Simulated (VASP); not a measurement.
Input for VASP

File KPOINTS:
```
Automatic mesh
0
Gamma
9 9 9
0 0 0
```

INCAR:
```
! general
SYSTEM   =  Ga3Tc
PREC     =  Accurate
ENCUT    =  300   ! plane-wave cut-off (eV)
LREAL    =  .FALSE.
LASPH    =  .TRUE.

! electronic loop
EDIFF    =  1E-6   ! SCF stop (eV)
NELM     =  100   ! most electronic steps
ALGO     =  Normal   ! blocked Davidson
LMAXMIX  =  4   ! l cut-off of mixed one-centre charges

! smearing
ISMEAR   =  0
SIGMA    =  0.1   ! width (eV)

! ions
ISIF     =  2

! output
LWAVE    =  .FALSE.
LCHARG   =  .FALSE.
```

### POSCAR
```
Ga3Tc
1
   -1.8956450000     1.8956450000     4.0457500000
    1.8956450000    -1.8956450000     4.0457500000
    1.8956450000     1.8956450000    -4.0457500000
Ga Tc
3 1
Direct
  0.7533750000   0.2281800000   0.4925080000
  0.2638510000   0.7551850000   0.5110460000
  0.4847390000   0.5020200000  -0.0071290000
 -0.0019650000   0.0146150000   0.0035760000
```

POTCAR, in this order: Ga_d Tc_pv (LDA.64 set). Program: vasp_std.

Question: Translate this LDA calculation to Ansatz.

Answer: One equivalent input (not run):
Ansatz 0.2 input:
```yaml
crystal:
  lattice:
    - [-1.8956450, 1.8956450, 4.0457500]
    - [1.8956450, -1.8956450, 4.0457500]
    - [1.8956450, 1.8956450, -4.0457500]
  atoms:
    - { symbol: Ga, position: [0.7533750, 0.2281800, 0.4925080] }
    - { symbol: Ga, position: [0.2638510, 0.7551850, 0.5110460] }
    - { symbol: Ga, position: [0.4847390, 0.5020200, -0.0071290] }
    - { symbol: Tc, position: [-0.0019650, 0.0146150, 0.0035760] }
kpoints:
  mp_grid: { grid: [9, 9, 9] }
hamiltonian:
  xc: lda
  pseudopotentials: { kind: paw }
scf:
  occupations: { method: gaussian, width: 0.1 }
  max_iter: 100
output: { forces: true, stress: true, eigenvalues: true }
```
What does not carry over: each code has its own PAW files, so the cut-off isn't converted (ENCUT is set for VASP's; basis.ecutwfc is left out, and Ansatz then takes the one that its files recommend); Ansatz stops its SCF on the density residual and VASP on the energy change (EDIFF); Ansatz's lda is the Perdew-Wang form, while the LDA potentials of VASP carry Perdew-Zunger's.

The structure comes from a computed database's Ga3Tc entry; how it stands against other phases isn't given here. The cell was not relaxed at this level, atoms are displaced from their ideal sites.
